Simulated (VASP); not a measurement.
Crystal: LiH.

```
Li H
1.0
     0.00000    2.03675    2.03675
     2.03675    0.00000    2.03675
     2.03675    2.03675    0.00000
Li H
1 1
Direct
  0.00000 0.00000 0.00000
  0.50000 0.50000 0.50000
```

* Program: VASP 6.6.1
* Task: relaxation of cell and atoms
* Functional: PBE
* Potentials or basis: VASP PAW PBE potentials, release 64 (Li_sv, H)
* Cutoff: 600 eV
* k mesh: 12 × 12 × 12
* Occupations: gaussian, width 0.02 eV
* Spin: no spin polarisation

At the start: pressure -1.9 GPa; volume 8.45 Å³/atom.

Q: How do energy, volume and symmetry change on relaxing?

A: Over 3 steps the energy falls by 2.8 meV/atom and the volume is 7.98 Å³/atom (-5.6 %); space group Fm-3m (No. 225, to 0.05 Å).

Step by step:
```
step  energy change (eV)  largest force (eV/Å)  pressure (GPa)  volume (Å³)
   1              0.0000                0.0000           -1.85        16.90
   2             -0.0024                0.0000           -1.42        16.66
   3             -0.0056                0.0000            0.03        15.96
```

Final structure:
```
Li H
1.0
     0.00000    1.99832    1.99832
     1.99832    0.00000    1.99832
     1.99832    1.99832    0.00000
Li H
1 1
Direct
  0.00000 0.00000 0.00000
  0.50000 0.50000 0.50000
```

Caveat: the cutoff is under 1.25 times the usual one of these potentials, so pressure, stress and relaxed cells hold a basis-set (Pulay) error.
